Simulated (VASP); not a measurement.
Consider the following.

```
CELL_PARAMETERS angstrom
      3.38167     0.00000     0.00000
     -1.69084     2.92861     0.00000
      0.00000     0.00000     5.45533
ATOMIC_POSITIONS crystal
  Ge 0.00000 0.00000 0.00000
  Be 0.33333 0.66667 0.25200
  Be 0.66667 0.33333 0.74800
```

All values below come from PBE GGA, VASP's PBE PAW potentials (set 64) (plane waves; VASP). Run with 400 eV cut-off, 8×8×4 Γ-centred mesh, first-order Methfessel-Paxton smearing of 0.10 eV, potentials Ge_d Be.

Task: Estimate the energy per atom (σ→0), pressure, largest force, band gap (on the k-mesh) with the smallest direct gap where there is one.

Result: 
```json
{
  "band gap (on the k-mesh)": "none (metal, semimetal or under 0.01 eV)",
  "energy per atom (σ→0)": "-2.971 eV/atom",
  "pressure": "-6.03 GPa",
  "largest_force": "0.248 eV/Å"
}
```

Total energies compare only between runs with the same potentials, cut-off and functional.

The structure was generated: Be2Ge was put into the CdI2 type (P-3m1), which need not be its known phase. The cell was not relaxed at this level.
